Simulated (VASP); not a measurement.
Data:

```yaml
crystal:
  lattice:
    - [0.00000, 2.94936, 2.94936]
    - [2.94936, 0.00000, 2.94936]
    - [2.94936, 2.94936, 0.00000]
  atoms:
    - { symbol: Sr, position: [0.00000, 0.00000, 0.00000] }
```

Calculation: LDA (Ceperley-Alder, Perdew-Zunger), VASP's LDA PAW potentials (set 64) (plane waves; VASP). Run with 520 eV cut-off, 8×8×8 Γ-centred mesh, Gaussian smearing of 0.050 eV, potentials Sr_sv.

Q: Estimate the energy per atom (σ→0).

A: 
energy per atom (σ→0): -1.897 eV/atom

Only differences to runs with the same potentials and settings are physical.

The compound is Sr in the fcc structure. This cell is one point of a volume scan, at 1.06 of the reference volume.
